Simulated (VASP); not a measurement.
These are LDA (Ceperley-Alder, Perdew-Zunger), VASP's LDA PAW potentials (set 64) (plane waves; VASP 6.6.1) values and carry that method's errors.

VASP ran on this input.

**INCAR**
```
# general
SYSTEM =Hf
PREC   =Accurate
ENCUT  =180
LREAL  =F
LASPH  =T

# electronic loop
EDIFF  =1E-6
NELM   =100
ALGO   =Normal
LMAXMIX=6

# smearing
ISMEAR =-1
SIGMA  =0.1

# ions
IBRION =2
NSW    =50
ISIF   =3
EDIFFG =-0.01

# output
LWAVE  =F
LCHARG =F
```

### POSCAR
```
Hf
1
    3.1064270000     0.0000000000     0.0000000000
   -1.5532130000     2.6902440000     0.0000000000
    0.0000000000     0.0000000000     9.9949490000
Hf
4
Direct
  0.0000000000   0.0000000000   0.0000000000
  0.0000000000   0.0000000000   0.5000000000
  0.3333330000   0.6666670000   0.2500000000
  0.6666670000   0.3333330000   0.7500000000
```

File KPOINTS:
```
Automatic mesh
0
Gamma
3 3 3
0.5 0.5 0.5
```

POTCAR, in this order: Hf_pv (LDA.64 set). Program: vasp_std.

The resulting files:

**OSZICAR**
```
       N       E                     dE             d eps       ncg     rms          rms(c)
DAV:   1     0.815639858198E+02    0.81564E+02   -0.13172E+04   464   0.727E+02
DAV:   2    -0.387083322286E+02   -0.12027E+03   -0.11858E+03   480   0.215E+02
DAV:   3    -0.436887879589E+02   -0.49805E+01   -0.48380E+01   512   0.335E+01
DAV:   4    -0.437696725547E+02   -0.80885E-01   -0.80611E-01   456   0.436E+00
DAV:   5    -0.437721521760E+02   -0.24796E-02   -0.24792E-02   568   0.495E-01    0.819E+01
DAV:   6    -0.427269080297E+02    0.10452E+01   -0.94565E-01   384   0.594E+00    0.469E+01
DAV:   7    -0.423563892294E+02    0.37052E+00   -0.14230E+00   408   0.705E+00    0.282E+00
DAV:   8    -0.423489305057E+02    0.74587E-02   -0.12018E-01   480   0.186E+00    0.127E+00
DAV:   9    -0.423456850796E+02    0.32454E-02   -0.43209E-02   496   0.112E+00    0.518E-01
DAV:  10    -0.423455184133E+02    0.16667E-03   -0.31606E-03   496   0.325E-01    0.119E-01
DAV:  11    -0.423455021202E+02    0.16293E-04   -0.13993E-04   480   0.675E-02    0.408E-02
DAV:  12    -0.423455001985E+02    0.19217E-05   -0.21549E-05   464   0.285E-02    0.152E-02
DAV:  13    -0.423454992139E+02    0.98464E-06   -0.50264E-06   416   0.125E-02
   1 F= -.42345499E+02 E0= -.42251647E+02  d E =-.423455E+02
       N       E                     dE             d eps       ncg     rms          rms(c)
DAV:   1    -0.461421436692E+02   -0.37966E+01   -0.10875E+02   384   0.764E+01    0.331E+01
DAV:   2    -0.430601189315E+02    0.30820E+01   -0.62497E+00   384   0.164E+01    0.764E+00
DAV:   3    -0.420921988503E+02    0.96792E+00   -0.17286E+00   384   0.882E+00    0.299E+00
DAV:   4    -0.419682899266E+02    0.12391E+00   -0.20889E-01   488   0.295E+00    0.304E+00
DAV:   5    -0.419380731820E+02    0.30217E-01   -0.72099E-02   384   0.164E+00    0.587E-01
DAV:   6    -0.419384346851E+02   -0.36150E-03   -0.42861E-03   480   0.354E-01    0.208E-01
DAV:   7    -0.419384820739E+02   -0.47389E-04   -0.48635E-04   512   0.145E-01    0.745E-02
DAV:   8    -0.419384489322E+02    0.33142E-04   -0.20837E-04   480   0.814E-02    0.332E-02
DAV:   9    -0.419384484731E+02    0.45912E-06   -0.13462E-05   448   0.231E-02    0.152E-02
DAV:  10    -0.419384486265E+02   -0.15341E-06   -0.55834E-07   256   0.488E-03
   2 F= -.41938449E+02 E0= -.41852126E+02  d E =0.407051E+00
       N       E                     dE             d eps       ncg     rms          rms(c)
DAV:   1    -0.443885471963E+02   -0.24501E+01   -0.52351E+01   384   0.527E+01    0.253E+01
DAV:   2    -0.429991293706E+02    0.13894E+01   -0.35997E+00   392   0.115E+01    0.530E+00
DAV:   3    -0.425487446616E+02    0.45038E+00   -0.68000E-01   416   0.511E+00    0.168E+00
DAV:   4    -0.424626878193E+02    0.86057E-01   -0.15908E-01   456   0.254E+00    0.126E+00
DAV:   5    -0.424540003163E+02    0.86875E-02   -0.23792E-02   440   0.856E-01    0.468E-01
DAV:   6    -0.424539196017E+02    0.80715E-04   -0.50773E-03   480   0.388E-01    0.262E-01
DAV:   7    -0.424538587496E+02    0.60852E-04   -0.63439E-04   496   0.147E-01    0.135E-01
DAV:   8    -0.424538618381E+02   -0.30885E-05   -0.72358E-05   448   0.585E-02    0.182E-02
DAV:   9    -0.424538603325E+02    0.15056E-05   -0.67778E-06   424   0.125E-02    0.161E-02
DAV:  10    -0.424538601103E+02    0.22222E-06   -0.50289E-07   224   0.687E-03
   3 F= -.42453860E+02 E0= -.42362897E+02  d E =-.108361E+00
       N       E                     dE             d eps       ncg     rms          rms(c)
DAV:   1    -0.424545944056E+02   -0.73407E-03   -0.15381E-02   384   0.899E-01    0.425E-01
DAV:   2    -0.424541710670E+02    0.42334E-03   -0.96191E-04   400   0.193E-01    0.879E-02
DAV:   3    -0.424540376074E+02    0.13346E-03   -0.21855E-04   400   0.944E-02    0.324E-02
DAV:   4    -0.424540176155E+02    0.19992E-04   -0.39040E-05   480   0.393E-02    0.275E-02
DAV:   5    -0.424540155561E+02    0.20595E-05   -0.69304E-06   368   0.150E-02    0.887E-03
DAV:   6    -0.424540158147E+02   -0.25860E-06   -0.89841E-07   224   0.608E-03
   4 F= -.42454016E+02 E0= -.42363144E+02  d E =-.108517E+00
       N       E                     dE             d eps       ncg     rms          rms(c)
DAV:   1    -0.424541315298E+02   -0.11597E-03   -0.42635E-03   384   0.473E-01    0.226E-01
DAV:   2    -0.424540127978E+02    0.11873E-03   -0.26641E-04   384   0.101E-01    0.469E-02
DAV:   3    -0.424539758565E+02    0.36941E-04   -0.61560E-05   416   0.501E-02    0.172E-02
DAV:   4    -0.424539709055E+02    0.49510E-05   -0.10729E-05   464   0.206E-02    0.146E-02
DAV:   5    -0.424539706227E+02    0.28285E-06   -0.18110E-06   240   0.801E-03
   5 F= -.42453971E+02 E0= -.42363144E+02  d E =-.108471E+00
       N       E                     dE             d eps       ncg     rms          rms(c)
DAV:   1    -0.424552590753E+02   -0.12882E-02   -0.40669E-02   384   0.143E+00    0.597E-01
DAV:   2    -0.424543247697E+02    0.93431E-03   -0.21987E-03   432   0.285E-01    0.129E-01
DAV:   3    -0.424540296863E+02    0.29508E-03   -0.45558E-04   424   0.133E-01    0.549E-02
DAV:   4    -0.424539692706E+02    0.60416E-04   -0.10485E-04   448   0.641E-02    0.447E-02
DAV:   5    -0.424539616006E+02    0.76700E-05   -0.21696E-05   440   0.267E-02    0.130E-02
DAV:   6    -0.424539608784E+02    0.72220E-06   -0.66809E-06   400   0.142E-02
   6 F= -.42453961E+02 E0= -.42362909E+02  d E =0.974427E-05
       N       E                     dE             d eps       ncg     rms          rms(c)
DAV:   1    -0.424543876874E+02   -0.42609E-03   -0.10580E-02   384   0.731E-01    0.301E-01
DAV:   2    -0.424541414610E+02    0.24623E-03   -0.57057E-04   432   0.145E-01    0.659E-02
DAV:   3    -0.424540649885E+02    0.76473E-04   -0.11824E-04   424   0.681E-02    0.280E-02
DAV:   4    -0.424540505105E+02    0.14478E-04   -0.27668E-05   448   0.330E-02    0.226E-02
DAV:   5    -0.424540492773E+02    0.12331E-05   -0.55722E-06   368   0.136E-02    0.798E-03
DAV:   6    -0.424540492306E+02    0.46693E-07   -0.19998E-06   216   0.873E-03
   7 F= -.42454049E+02 E0= -.42363109E+02  d E =-.786080E-04
       N       E                     dE             d eps       ncg     rms          rms(c)
DAV:   1    -0.424540496056E+02   -0.32825E-06   -0.98374E-06   384   0.221E-02    0.115E-02
DAV:   2    -0.424540493517E+02    0.25393E-06   -0.50573E-07   192   0.457E-03
   8 F= -.42454049E+02 E0= -.42363115E+02  d E =-.787290E-04
       N       E                     dE             d eps       ncg     rms          rms(c)
DAV:   1    -0.424541030476E+02   -0.53442E-04   -0.22488E-03   384   0.337E-01    0.142E-01
DAV:   2    -0.424540484643E+02    0.54583E-04   -0.12322E-04   432   0.674E-02    0.306E-02
DAV:   3    -0.424540317246E+02    0.16740E-04   -0.26169E-05   440   0.320E-02    0.134E-02
DAV:   4    -0.424540288697E+02    0.28549E-05   -0.58182E-06   416   0.152E-02    0.111E-02
DAV:   5    -0.424540286973E+02    0.17246E-06   -0.11474E-06   192   0.663E-03
   9 F= -.42454029E+02 E0= -.42363150E+02  d E =-.580746E-04
       N       E                     dE             d eps       ncg     rms          rms(c)
DAV:   1    -0.424541056495E+02   -0.76780E-04   -0.17775E-03   384   0.300E-01    0.124E-01
DAV:   2    -0.424540653612E+02    0.40288E-04   -0.96410E-05   432   0.596E-02    0.270E-02
DAV:   3    -0.424540524396E+02    0.12922E-04   -0.19742E-05   424   0.278E-02    0.114E-02
DAV:   4    -0.424540494178E+02    0.30218E-05   -0.43757E-06   344   0.134E-02    0.907E-03
DAV:   5    -0.424540488853E+02    0.53248E-06   -0.12134E-06   192   0.745E-03
  10 F= -.42454049E+02 E0= -.42363119E+02  d E =-.782626E-04
```

### OUTCAR
```
------------------------ aborting loop because EDIFF is reached ----------------------------------------
  FORCE on cell =-STRESS in cart. coord.  units (eV):
  Direction    XX          YY          ZZ          XY          YZ          ZX
  --------------------------------------------------------------------------------------
  Total       -0.0331742     -0.0331742      0.0364317     -0.0000000      0.0000000      0.0000000
  in kB       -0.6689736     -0.6689733      0.7346622     -0.0000001      0.0000000      0.0000000
  external PRESSURE =      -0.2010949 kB  Pullay stress =       0.0000000 kB
  volume of cell :       79.45
      direct lattice vectors                 reciprocal lattice vectors
     3.052210368 -0.000000010 -0.000000000     0.327631415  0.189158073 -0.000000000
    -1.526104701  2.643291061  0.000000000     0.000000001  0.378316265 -0.000000000
    -0.000000000  0.000000000  9.847877326    -0.000000000 -0.000000000  0.101544726
 POSITION                                       TOTAL-FORCE (eV/Angst)
 -----------------------------------------------------------------------------------
      0.00000     -0.00000      0.00000         0.000000      0.000000      0.000000
     -0.00000      0.00000      4.92394         0.000000      0.000000      0.000000
     -0.00000      1.76219      2.46197        -0.000000      0.000000      0.000000
      1.52611      0.88110      7.38591         0.000000     -0.000000     -0.000000
 -----------------------------------------------------------------------------------
    total drift:                                0.000000      0.000000      0.000000
  FREE ENERGIE OF THE ION-ELECTRON SYSTEM (eV)
  ---------------------------------------------------
  free  energy   TOTEN  =       -42.4540488853 eV

  energy  without entropy=      -42.2721894883  energy(sigma->0) =      -42.36311919

 reached required accuracy - stopping structural energy minimisation
```
(Selected blocks of OUTCAR.)

**CONTCAR**
```
Hf
   1.00000000000000
     3.0522103675057650   -0.0000000100837703   -0.0000000000000000
    -1.5261047012122075    2.6432910605061557    0.0000000000000000
    -0.0000000000000000    0.0000000000000000    9.8478773256999155
  Hf
     4
Direct
     0.0000000000000000    0.0000000000000000    0.0000000000000000
     0.0000000000000000    0.0000000000000000    0.5000000000000000
     0.3333330000000032    0.6666669999999968    0.2500000000000000
     0.6666669999999968    0.3333330000000032    0.7500000000000000
```

At this cut-off the stress carries a Pulay error, which pulls relaxed volumes low.  Energy and stress use the plane-wave basis of the starting cell.

The structure was generated: Hf was put into an ordered model structure, which need not be its known phase. This run relaxes it. Symmetry was kept, so distortions that lower it aren't found. The k-mesh is coarse (spacing up to 0.79 per Å, 2π included), so the numbers may not be converged in it. The run is one of a series of settings (EDIFFG = -0.01, ENCUT = 180, GGA removed, IBRION = 2, ISIF = 3, NSW = 50, KPOINTS 3×3×3 Γ-centred mesh shifted by (0.5, 0.5, 0.5), POTCAR Hf_pv (LDA.64 set) against the base run), some of them coarse on purpose.
